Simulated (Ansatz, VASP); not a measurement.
# GaAs in two plane-wave programs

Aim: how closely do two programs agree when they are given the same cell, functional and k mesh? The cell is taken from a series of runs on this material, whose earlier steps may have relaxed, scaled, displaced or heated it; both programs get it as it stands.

Program: Ansatz 0.2.0. Level of theory: plane waves, with VASP 6.6.1 beside it; LDA. Results are calculated unless marked as measured.

## (1) The structure

Symmetry: F-43m, No. 216, cubic system. The conventional cell has a = 5.713 Å, b = 5.713 Å, c = 5.713 Å, α = 90.00°, β = 90.00°, γ = 90.00°. Ga has 4 As at 2.47 Å nearest. Nearest to As lie 4 Ga at 2.47 Å. Farther neighbours are not listed.

## (2) Ansatz: zone-centre phonons, LDA, pair 1

Ansatz runs on its PAW soft_1 files.

Second derivatives magnify differences that forces hide, and they need a tight electronic threshold.

input.yaml reads:

```yaml
crystal:
  lattice:
    - [0.0, 2.8565095439, 2.8565095439]
    - [2.8565095439, 0.0, 2.8565095439]
    - [2.8565095439, 2.8565095439, 0.0]
  atoms:
    - { symbol: Ga, position: [0.0, 0.0, 0.0] }
    - { symbol: As, position: [0.75, 0.75, 0.75] }
kpoints:
  mp_grid: { grid: [12, 12, 12] }
hamiltonian:
  xc: lda
  pseudopotentials: { kind: paw, azcp: { folder: soft_1 }, xc_functional: pbe }
scf:
  occupations: { method: gaussian, width: 0.02 }
output:
  eigenvalues: true
phonons:
  method: dfpt
```

Launch:

```
$ ansatz run input.yaml --threads 4 --pin off --max-ram 10240MiB --backend cpu --events-out ev --progress --plain --runs-dir out
```

Numbers of over 12 decimals in the logs are rounded to 6 here.

Output:

```text
zone centre: on kpoints.mp_grid the ground state, and the responses unless they are solved on pairs of k-points, stand on 163 of the mesh's 1728 k-points, reduced under 8 symmetry operations, with k and −k counted as one. Each operation leaves every solved displacement unchanged or reverses it
Engine: ansatz 0.2.0, aarch64-unknown-linux-gnu
Pseudopotentials: kind: paw
Pseudopotential: Ga, paw, valence charge 13, recommended cutoff 420 eV (normal), soft_1/Ga.paw.azcp
Pseudopotential: As, paw, valence charge 15, recommended cutoff 420 eV (normal), soft_1/As.paw.azcp
Functional definition: SPW92
  exchange = slater_x
  correlation = pw_c
Crystal: 2 atoms, lattice volume = 46.616 Å³
Basis set: ecut = 420 eV, 941 PW (Γ), exchange–correlation on 60×60×60 points (8 copies of the dense FFT grid, shifted against one another)
Bands: 18, of which v1, the nominal top of the filled ones, is band 14 counted from 1 (13 counted from 0)
Symmetry: 24 space group operations
k-points: 163 of 1728 (irreducible under 8 space group operations, time reversal used)
Non-local potential: Ga, projectors of the file, l = 0: 2, l = 1: 2, l = 2: 3, l = 3: 1
Non-local potential: As, projectors of the file, l = 0: 2, l = 1: 2, l = 2: 3, l = 3: 1
PAW form: soft (Blöchl's): semilocal exchange-correlation on the pseudo side does not see the compensation charge
PAW frozen core: Ga, regenerated for the run's functional, and the local potential with it (the file was generated under x = pbe(κ = 0.804, μ = 0.219515), c = pbe(β = 0.066725))
PAW frozen core: As, regenerated for the run's functional, and the local potential with it (the file was generated under x = pbe(κ = 0.804, μ = 0.219515), c = pbe(β = 0.066725))
PAW one-centre angular grid: Ga, 590 points (default); XC on 64 Gauss nodes
PAW one-centre angular grid: As, 590 points (default); XC on 64 Gauss nodes
Initial density: superposition of atomic densities (chi_scale 0.1, normalization cell, long waves kept (reshape's long-wave potential 0.00 eV rms))
Initial wavefunctions: pseudopotential atomic-orbital guess
Functional: x = slater, c = lda
SCF iter   1: F=—  HF=-8481.419955 eV  |F-HF|=—  |Δ(HF+E_count)|=         —  Δρ=4.05e-2  dr2=4.68e-1  ethr=3.10e-3  ⟨swp⟩=6.0  Hψ=14060  notcnv=0
preconditioner: auto → none  [insulator: Δε(μ)=0.125 eV  Ē_g=15.608 eV  σ=0.020 eV  W_gap=1.00  n_scr=14 (ndim 8)  ℏωp=23.1 eV  f_vac=0.003  D(μ)=0.00/eV (n_scr^D=0)  ε∞_Penn≈3.2]
SCF iter   2: F=—  HF=-8481.298705 eV  |F-HF|=—  |Δ(HF+E_count)|=   1.21e-1  Δρ=1.66e-2  dr2=7.44e-2  ethr=1.67e-3  ⟨swp⟩=2.0  Hψ=4890  notcnv=0
SCF iter   3: F=—  HF=-8481.281118 eV  |F-HF|=—  |Δ(HF+E_count)|=   1.76e-2  Δρ=5.77e-3  dr2=8.72e-3  ethr=2.66e-4  ⟨swp⟩=2.0  Hψ=5057  notcnv=0
SCF iter   4: F=—  HF=-8481.274233 eV  |F-HF|=—  |Δ(HF+E_count)|=   6.89e-3  Δρ=1.02e-3  dr2=1.67e-4  ethr=3.11e-5  ⟨swp⟩=2.6  Hψ=5230  notcnv=0
SCF iter   5: F=—  HF=-8481.274241 eV  |F-HF|=—  |Δ(HF+E_count)|=   8.27e-6  Δρ=2.03e-4  dr2=2.03e-5  ethr=5.98e-7  ⟨swp⟩=2.0  Hψ=5189  notcnv=0
SCF iter   6: F=—  HF=-8481.274233 eV  |F-HF|=—  |Δ(HF+E_count)|=   7.90e-6  Δρ=6.16e-5  dr2=1.08e-6  ethr=7.25e-8  ⟨swp⟩=2.0  Hψ=5216  notcnv=0
SCF iter   7: F=—  HF=-8481.274233 eV  |F-HF|=—  |Δ(HF+E_count)|=   2.10e-7  Δρ=1.44e-5  dr2=3.80e-8  ethr=3.86e-9  ⟨swp⟩=2.0  Hψ=5216  notcnv=0
SCF iter   8: F=—  HF=-8481.274233 eV  |F-HF|=—  |Δ(HF+E_count)|=   1.39e-8  Δρ=3.80e-6  dr2=3.05e-9  ethr=1.36e-10  ⟨swp⟩=2.0  Hψ=5189  notcnv=0
SCF iter   9: F=—  HF=-8481.274233 eV  |F-HF|=—  |Δ(HF+E_count)|=   2.95e-9  Δρ=2.92e-7  dr2=1.77e-11  ethr=1.09e-11  ⟨swp⟩=3.0  Hψ=6142  notcnv=0
SCF iter  10: F=-8481.274233 eV  HF=-8481.274233 eV  |F-HF|=3.64e-12  |Δ(HF+E_count)|=  3.64e-12  Δρ=7.90e-9  dr2=1.58e-14  ethr=1.00e-12  ⟨swp⟩=5.0  Hψ=12556  notcnv=0
SCF 1 converged in 10 iterations: F = -8481.274233 eV  dr2 = 1.58e-14
  greatest PAW one-centre occupation: 0.999 electrons in one spin orbital (limit 2), on the As atom at site 1 (counted from 0), in its partial waves of l = 2
DFPT response loops at Γ: preconditioner auto → Kerker (q_TF=auto, 2.506 Å⁻¹) (partly filled bands, converged f_vac=0.079); β = 1.00, the filter's whole step (`scf.mixing.beta` (0.50) is not read by the response loops under this deck's `scf.mixing.preconditioner`; to damp them name `kerker` or `kerker_dos`, under which they read `scf.mixing.beta`, and type it under 1.00, their step now; both keys bind the ground state too); Broyden in place of MSR1
SCF converged after 10 iterations
Free energy (F): -8481.274233 eV
Harris-Foulkes:  -8481.274233 eV  (|F-HF|=3.64e-12)
Internal energy: -8481.274230 eV  (E = F + TS)
E sigma→0 (E₀):  -8481.274232 eV
Entropy (-TS):   -0.000003 eV (-0.001 meV/atom)
Fermi energy:    7.233421 eV
--- Per-component energies (eV) ---
  E_band       = -340.959001
  E_kinetic    = 209.715412
  E_local      = -3712.899604  (includes V_loc(G=0)·N_el)
  E_nonlocal   = -481.408262
  E_hartree    = 2150.522228
  E_xc         = -133.037484
  E_vxc        = -130.087913  (∫ρ·V_xc dr)
  E_paw        = -3847.263524  (= ΣΔE_a)
  E_vpaw       = -527.322899  (= ΣTr[D̂ρ^β])
  E_aug_tail   = -0.000192  (compensation charges beyond the density's cutoff)
  E_ewald      = -2670.706513
  E_core_change = 3.803710  (= ΣΔE_core)
  E_smearing   = -0.000003  (= −TS)
  E_closure    = -0.000000  (closes the sum)
  Σ components = -8481.274233   (vs F -8481.274233, Δ=0.00e0)
--- Band table (eV; the first three rows and the last of 163) ---
  k-point 0: bands = [... 10 lower, -5.3616, 7.2012, 7.2012, 7.2012, 7.2593, 10.8798, 10.8798, 10.8798]
  k-point 1: bands = [... 10 lower, -5.2838, 5.8610, 7.0928, 7.0928, 8.2543, 10.9958, 11.0417, 11.0417]
  k-point 2: bands = [... 10 lower, -5.0572, 4.4236, 6.8369, 6.8369, 8.5634, 11.4064, 11.4064, 11.6805]
  k-point 162: bands = [... 10 lower, -2.9576, 0.6472, 3.7911, 3.9805, 11.5894, 11.8185, 12.4004, 13.1423]
--- Phonons (Γ-DFPT): 2 representative perturbations + reference, on 163 of 1728 k-points (Σ response iterations 6) ---
  k mesh reduced under 8 symmetry operations, with k and −k counted as one. Each operation leaves every solved displacement unchanged or reverses it
  ASR residual: 2.327e-5 → 0.000e0 eV/Å²; symmetrization residual: 3.265e-6 eV/Å²
  ASR residual per site (eV/Å²): 2.33e-5 1.11e-6
  Γ frequencies (cm⁻¹): 0.00 0.00 0.00 249.40 249.40 249.40
  non-analytic LO–TO correction: not included (Born effective charges unavailable; polar crystals: no LO–TO splitting at Γ)
```

The column dr2 measures how far the density is from self-consistency, as an energy; F and HF (Harris–Foulkes) agree once it is small.

## (3) VASP: zone-centre phonons, LDA, pair 1

The same cell, functional (in two slightly different forms), mesh and smearing now go to VASP, with its own data sets.

Lines of VASP's logs that name or quote its potential files are left out, and so is its time.

INCAR reads:

```
SYSTEM = GaAs
PREC = Accurate
ENCUT = 500
EDIFF = 1E-08
NELM = 120
ISMEAR = 0
SIGMA = 0.02
LREAL = .FALSE.
ALGO = Normal
GGA = PW92
NBANDS = 15
LORBIT = 11
LWAVE = .FALSE.
LCHARG = .FALSE.
ISIF = 2
IBRION = 8
LASPH = .TRUE.
GGA_COMPAT = .FALSE.
KPAR = 2
```

POSCAR reads:

```
GaAs
1.0
    0.0000000000      2.8565095439      2.8565095439
    2.8565095439      0.0000000000      2.8565095439
    2.8565095439      2.8565095439      0.0000000000
Ga As
1 1
Direct
    0.0000000000      0.0000000000      0.0000000000
    0.7500000000      0.7500000000      0.7500000000
```

KPOINTS reads:

```
Automatic mesh
0
Gamma
12 12 12
0 0 0
```

PAW data sets: Ga_d and As (LDA family, release 64).

Launch:

```
$ mpirun -np 2 vasp_std
```

Output:

```text
[banner, memory and clock lines left out]
running    2 mpi-ranks, on    1 nodes
 distrk:  each k-point on    1 cores,    2 groups
 distr:  one band on    1 cores,    1 groups

 POSCAR found type information on POSCAR GaAs
 POSCAR found :  2 types and       2 ions
|                                                                             |
|               ----> ADVICE to this user running VASP <----                  |
|                                                                             |
|     You enforced a specific xc type in the INCAR file but a different       |
|     [... a line on the potential file left out ...]
|     I HOPE YOU KNOW WHAT YOU ARE DOING!                                     |
|                                                                             |

 LDA part: xc-table for (Slater(with rela. corr.)+PW92), standard interpolation
 POSCAR, INCAR and KPOINTS ok, starting setup
 FFT: planning ... GRIDC
 FFT: planning ... GRID_SOFT
 FFT: planning ... GRID
 WAVECAR not read
 entering main loop
       N       E                     dE             d eps       ncg     rms          rms(c)
DAV:   1     0.791988396752E+02    0.79199E+02   -0.88541E+03  2208   0.159E+03
DAV:   2    -0.362752653942E+01   -0.82826E+02   -0.79584E+02  2419   0.303E+02
DAV:   3    -0.972514866000E+01   -0.60976E+01   -0.60741E+01  2601   0.675E+01
DAV:   4    -0.982156593212E+01   -0.96417E-01   -0.96397E-01  2562   0.946E+00
DAV:   5    -0.982312139551E+01   -0.15555E-02   -0.15554E-02  2776   0.105E+00    0.287E+00
DAV:   6    -0.964836240081E+01    0.17476E+00   -0.22565E-01  3316   0.825E+00    0.167E+00
DAV:   7    -0.961120387224E+01    0.37159E-01   -0.58416E-02  3051   0.180E+00    0.517E-01
DAV:   8    -0.960789872636E+01    0.33051E-02   -0.83099E-03  2741   0.104E+00    0.902E-02
DAV:   9    -0.960788391775E+01    0.14809E-04   -0.67865E-04  2679   0.349E-01    0.430E-02
DAV:  10    -0.960789024596E+01   -0.63282E-05   -0.35925E-05  3015   0.561E-02    0.225E-02
DAV:  11    -0.960789525100E+01   -0.50050E-05   -0.65780E-06  2510   0.406E-02    0.197E-03
DAV:  12    -0.960789514477E+01    0.10623E-06   -0.44414E-07  2980   0.914E-03    0.164E-03
DAV:  13    -0.960789514608E+01   -0.13088E-08   -0.76591E-08  2657   0.208E-03
   1 F= -.96078951E+01 E0= -.96078951E+01  d E =-.528393E-07
 Linear response reoptimize wavefunctions to high precision
DAV:   1    -0.960789514632E+01   -0.24420E-09   -0.10363E-09  2166   0.340E-04
DAV:   2    -0.960789514636E+01   -0.41837E-10   -0.20303E-10  1556   0.153E-04
 Linear response DOF=           2
 Linear response progress:
  Degree of freedom:   1/  2
       N       E                     dE             d eps       ncg     rms          rms(c)
RMM:   1    -0.167053482913E+00   -0.16705E+00    0.94817E-02 10611   0.838E+00
RMM:   2    -0.165563228392E+00    0.14903E-02   -0.25213E-02 16031   0.134E+00    0.426E-02
RMM:   3    -0.165767045908E+00   -0.20382E-03   -0.35010E-03 16739   0.397E-01    0.266E-02
RMM:   4    -0.165602198488E+00    0.16485E-03   -0.15493E-03 17731   0.174E-01    0.939E-03
RMM:   5    -0.165590436572E+00    0.11762E-04   -0.10090E-04 17323   0.409E-02    0.357E-03
RMM:   6    -0.165585591989E+00    0.48446E-05   -0.33555E-05 17370   0.151E-02    0.486E-04
RMM:   7    -0.165580355908E+00    0.52361E-05   -0.36971E-06 17197   0.636E-03    0.276E-04
RMM:   8    -0.165581967508E+00   -0.16116E-05   -0.67705E-06 17162   0.272E-03    0.764E-05
RMM:   9    -0.165582120705E+00   -0.15320E-06   -0.34238E-06 17187   0.122E-03    0.335E-05
RMM:  10    -0.165582041457E+00    0.79248E-07   -0.12031E-06 17627   0.572E-04    0.197E-05
RMM:  11    -0.165582087358E+00   -0.45901E-07   -0.65378E-07 16974   0.269E-04    0.683E-06
RMM:  12    -0.165582020835E+00    0.66523E-07   -0.35880E-07 17259   0.142E-04    0.355E-06
RMM:  13    -0.165582036388E+00   -0.15553E-07   -0.22068E-07 17296   0.803E-05    0.112E-06
RMM:  14    -0.165582037287E+00   -0.89942E-09   -0.73371E-08 17787   0.510E-05    0.429E-07
 first order change of Fermi-energy  -0.52565E-05
 force on displaced ion       1 direction 1 :  -8.377  -0.000  -0.000
 Linear response progress:
  Degree of freedom:   2/  2
       N       E                     dE             d eps       ncg     rms          rms(c)
RMM:   1    -0.452272302007E-01   -0.45227E-01    0.61756E-02 18621   0.145E+00
RMM:   2    -0.444996050378E-01    0.72763E-03   -0.39856E-03 14973   0.372E-01    0.796E-02
RMM:   3    -0.444313355839E-01    0.68269E-04   -0.36579E-04 16927   0.121E-01    0.438E-02
RMM:   4    -0.445644036968E-01   -0.13307E-03   -0.82512E-05 16593   0.533E-02    0.378E-03
RMM:   5    -0.445655216544E-01   -0.11180E-05   -0.81222E-06 17403   0.165E-02    0.221E-03
RMM:   6    -0.445538740927E-01    0.11648E-04   -0.50383E-07 16540   0.508E-03    0.503E-04
RMM:   7    -0.445540035492E-01   -0.12946E-06    0.18103E-08 17132   0.186E-03    0.268E-04
RMM:   8    -0.445531667417E-01    0.83681E-06    0.16921E-08 16613   0.740E-04    0.451E-05
RMM:   9    -0.445530539741E-01    0.11277E-06   -0.58829E-09 17528   0.252E-04    0.139E-05
RMM:  10    -0.445529854738E-01    0.68500E-07   -0.20599E-09 16828   0.977E-05    0.479E-06
RMM:  11    -0.445529794097E-01    0.60640E-08    0.38037E-10 16796   0.436E-05    0.156E-06
 first order change of Fermi-energy   0.24126E-03
 force on displaced ion       2 direction 1 :  -8.401  -0.000  -0.000
 Linear response finished
```

From OUTCAR (step 3):

```text
ion  position               nearest neighbor table
   1  0.000  0.000  0.000-   2 2.47   2 2.47   2 2.47   2 2.47
   2  0.750  0.750  0.750-   1 2.47   1 2.47   1 2.47   1 2.47

  LATTYP: Found a face centered cubic cell.
 ALAT       =     5.7130190878

 Subroutine GETGRP returns: Found 24 space group operations
 (whereof 24 operations were pure point group operations)

The static configuration has the point symmetry T_d .

 Found     72 irreducible k-points:

   k-points           NKPTS =     72   k-points in BZ     NKDIM =     72   number of bands    NBANDS=     15

   dimension x,y,z NGX =    30 NGY =   30 NGZ =   30
   dimension x,y,z NGXF=    60 NGYF=   60 NGZF=   60

   ENCUT  =  500.0 eV  36.75 Ry    6.06 a.u.   7.37  7.37  7.37*2*pi/ulx,y,z

   NELECT =      18.0000    total number of electrons

 k-points in reciprocal lattice and weights: Automatic mesh
   0.00000000  0.00000000  0.00000000       0.001
   0.08333333  0.00000000  0.00000000       0.005
   0.16666667  0.00000000  0.00000000       0.005
   0.25000000  0.00000000  0.00000000       0.005
   0.33333333  0.00000000  0.00000000       0.005
   0.41666667  0.00000000  0.00000000       0.005
   0.50000000  0.00000000  0.00000000       0.002
   0.08333333  0.08333333  0.00000000       0.003
   0.16666667  0.08333333  0.00000000       0.014
[...]
-0.33333333  0.50000000  0.16666667       0.007
  -0.25000000  0.50000000  0.25000000       0.003

 average (electrostatic) potential at core
       1 -67.7805       2 -54.0661

  Total       -1.0378923     -1.0378923     -1.0378923     -0.0000000     -0.0000000      0.0000000
  in kB      -35.6718659    -35.6718659    -35.6718659     -0.0000000     -0.0000000      0.0000000
  external PRESSURE =     -35.6718659 kB  Pullay stress =       0.0000000 kB

  energy-cutoff  :      500.00
  volume of cell :       46.62
      direct lattice vectors                 reciprocal lattice vectors
     0.000000000  2.856509544  2.856509544    -0.175038799  0.175038799  0.175038799
     2.856509544  0.000000000  2.856509544     0.175038799 -0.175038799  0.175038799
     2.856509544  2.856509544  0.000000000     0.175038799  0.175038799 -0.175038799

 POSITION                                       TOTAL-FORCE (eV/Angst)
 -----------------------------------------------------------------------------------
      0.00000      0.00000      0.00000         0.000000      0.000000      0.000000
      4.28476      4.28476      4.28476        -0.000000     -0.000000     -0.000000
 -----------------------------------------------------------------------------------
    total drift:                               -0.000000     -0.000000     -0.000000

 Eigenvectors and eigenvalues of the dynamical matrix
 ----------------------------------------------------

   1 f  =    7.534528 THz    47.340836 2PiTHz  251.324805 cm-1    31.160290 meV
             X         Y         Z           dx          dy          dz
      0.000000  0.000000  0.000000     0.000000    0.000000    0.719206
      4.284764  4.284764  4.284764     0.000000    0.000000   -0.694797

   2 f  =    7.534528 THz    47.340836 2PiTHz  251.324805 cm-1    31.160290 meV
             X         Y         Z           dx          dy          dz
      0.000000  0.000000  0.000000    -0.000000    0.719206    0.000000
      4.284764  4.284764  4.284764     0.000000   -0.694797    0.000000

   3 f  =    7.534528 THz    47.340836 2PiTHz  251.324805 cm-1    31.160290 meV
             X         Y         Z           dx          dy          dz
      0.000000  0.000000  0.000000     0.719206    0.000000    0.000000
      4.284764  4.284764  4.284764    -0.694797   -0.000000    0.000000

   4 f/i=    0.005386 THz     0.033839 2PiTHz    0.179647 cm-1     0.022273 meV
             X         Y         Z           dx          dy          dz
      0.000000  0.000000  0.000000     0.106445    0.179706    0.662660
      4.284764  4.284764  4.284764     0.110185    0.186019    0.685940

   5 f/i=    0.005386 THz     0.033839 2PiTHz    0.179647 cm-1     0.022273 meV
             X         Y         Z           dx          dy          dz
      0.000000  0.000000  0.000000     0.519685   -0.459328    0.041086
      4.284764  4.284764  4.284764     0.537942   -0.475465    0.042529

   6 f/i=    0.005386 THz     0.033839 2PiTHz    0.179647 cm-1     0.022273 meV
             X         Y         Z           dx          dy          dz
      0.000000  0.000000  0.000000     0.448709    0.489353   -0.204785
      4.284764  4.284764  4.284764     0.464473    0.506544   -0.211979

 ELASTIC MODULI CONTR FROM IONIC RELAXATION (kBar)
 Direction    XX          YY          ZZ          XY          YZ          ZX
 --------------------------------------------------------------------------------
 XX          -0.0000      0.0000      0.0000     -0.0000      0.0000      0.0000
 YY           0.0000     -0.0000      0.0000     -0.0000     -0.0000     -0.0000
 ZZ           0.0000      0.0000     -0.0000      0.0000     -0.0000      0.0000
 XY          -0.0000     -0.0000      0.0000   -115.1858      0.0000      0.0000
 YZ           0.0000     -0.0000     -0.0000      0.0000   -115.1858      0.0000
 ZX           0.0000     -0.0000      0.0000      0.0000      0.0000   -115.1858
 --------------------------------------------------------------------------------
```

## (4) Comparison

Known differences besides the potentials themselves: the data sets hold 28 valence electrons in Ansatz (on its PAW soft_1 files) and 18 in VASP; the cutoff is 420 eV in Ansatz and 500 eV in VASP; VASP's log shows a relativistic correction to its local exchange, Ansatz's none. Total energies have different zeros and are not compared.

The two programs side by side:

| quantity | Ansatz | VASP | difference |
| --- | --- | --- | --- |
| optical mode 1 to 3 (cm⁻¹) | 249.4 | 251.3 | -0.77 % |

Modes are paired by rising frequency, not by their patterns, so a pair may set unlike modes beside each other; they are those without the splitting of longitudinal modes.

(Continued in part 2 of 2.)

[Lines on the potential files, build, host, timing and source positions are cut from VASP's logs without a mark.]

[Logs are printed without paths, hosts, clocks, repeated set-up lines and the standing remarks that a program may print on its own settings, such as how far it seeks lower states.]

[Hosts, paths, dates, database ids (printed as entryN), source tags and the programs' standing remarks are cut or masked in the printed files.]
